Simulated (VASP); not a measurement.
Method: TPSS meta-GGA, VASP's PBE PAW potentials (set 64) (plane waves; VASP).

Input for VASP

File KPOINTS:
```
Automatic mesh
0
Gamma
10 10 10
0 0 0
```

POSCAR:
```
AlN
3.0386030
  0.0000000000   0.7071068972   0.7071068972
  0.7071068972   0.0000000000   0.7071068972
  0.7071068972   0.7071068972   0.0000000000
Al N
1 1
Cart
  0.0000000000   0.0000000000   0.0000000000
  0.3535534486   0.3535534486   0.3535534486
```

### INCAR
```
PREC = Accurate
LCHARG = .FALSE.
METAGGA = TPSS
EDIFF = 1E-7   ! SCF stop (eV)
ISMEAR = 0
LASPH = .TRUE.   ! aspherical one-centre terms
ENCUT = 520
ISIF = 2
LWAVE = .FALSE.
LMIXTAU = .TRUE.
NELM = 100   ! most electronic steps
SIGMA = 0.05   ! width (eV)
ALGO = Normal   ! blocked Davidson
LREAL = .FALSE.
SYSTEM = AlN
```

POTCAR, in this order: Al N (PBE.64 set). Program: vasp_std.

Output

OSZICAR:
```
       N       E                     dE             d eps       ncg     rms          rms(c)
DAV:   1     0.290630196623E+02    0.29063E+02   -0.41987E+03   776   0.935E+02
DAV:   2    -0.166180119021E+02   -0.45681E+02   -0.44573E+02  1208   0.230E+02
DAV:   3    -0.179497160979E+02   -0.13317E+01   -0.13317E+01  1056   0.475E+01
DAV:   4    -0.179609311743E+02   -0.11215E-01   -0.11215E-01  1336   0.486E+00
DAV:   5    -0.179609559301E+02   -0.24756E-04   -0.24756E-04  1080   0.203E-01    0.889E+00
DAV:   6    -0.207857039336E+02   -0.28247E+01   -0.58881E+00   752   0.383E+01    0.407E+00
DAV:   7    -0.207226961025E+02    0.63008E-01   -0.10608E+01   768   0.341E+01    0.373E+00
DAV:   8    -0.209113270561E+02   -0.18863E+00   -0.34310E+00   784   0.213E+01    0.151E+00
DAV:   9    -0.209615394299E+02   -0.50212E-01   -0.16894E-01   888   0.358E+00    0.118E+00
DAV:  10    -0.209898921664E+02   -0.28353E-01   -0.11874E-01   768   0.282E+00    0.382E-01
DAV:  11    -0.209905435593E+02   -0.65139E-03   -0.12606E-02   784   0.986E-01    0.296E-01
DAV:  12    -0.209927386109E+02   -0.21951E-02   -0.13333E-03   920   0.391E-01    0.217E-01
DAV:  13    -0.209929469496E+02   -0.20834E-03   -0.77866E-04   832   0.216E-01    0.591E-02
DAV:  14    -0.209930544647E+02   -0.10752E-03   -0.10714E-04   760   0.136E-01    0.328E-02
DAV:  15    -0.209930802716E+02   -0.25807E-04   -0.54895E-05   768   0.862E-02    0.195E-02
DAV:  16    -0.209930814407E+02   -0.11691E-05   -0.37441E-05   752   0.508E-02    0.481E-03
DAV:  17    -0.209930873077E+02   -0.58671E-05   -0.17070E-06   936   0.144E-02    0.129E-03
DAV:  18    -0.209930871518E+02    0.15591E-06   -0.18623E-07   768   0.433E-03    0.104E-03
DAV:  19    -0.209930879884E+02   -0.83658E-06   -0.14337E-07   424   0.298E-03    0.298E-04
DAV:  20    -0.209930880611E+02   -0.72705E-07   -0.22184E-08   384   0.165E-03
   1 F= -.20993088E+02 E0= -.20993088E+02  d E =-.648624E-19
```

**OUTCAR**
```
------------------------ aborting loop because EDIFF is reached ----------------------------------------
  FORCE on cell =-STRESS in cart. coord.  units (eV):
  Direction    XX          YY          ZZ          XY          YZ          ZX
  --------------------------------------------------------------------------------------
  Total        1.7382955      1.7382955      1.7382955      0.0000000      0.0000000     -0.0000000
  in kB      140.3870612    140.3870612    140.3870612      0.0000000      0.0000000     -0.0000000
  external PRESSURE =     140.3870612 kB  Pullay stress =       0.0000000 kB
  volume of cell :       19.84
      direct lattice vectors                 reciprocal lattice vectors
     0.000000000  2.148617139  2.148617139    -0.232707815  0.232707815  0.232707815
     2.148617139  0.000000000  2.148617139     0.232707815 -0.232707815  0.232707815
     2.148617139  2.148617139  0.000000000     0.232707815  0.232707815 -0.232707815
  FREE ENERGIE OF THE ION-ELECTRON SYSTEM (eV)
  ---------------------------------------------------
  free  energy   TOTEN  =       -20.9930880611 eV

  energy  without entropy=      -20.9930880611  energy(sigma->0) =      -20.99308806
```
(Selected blocks of OUTCAR.)

The compound is AlN in the zinc blende structure, a metastable form; wurtzite is the usual one. This cell is one point of a volume scan, at 0.94 of the reference volume.
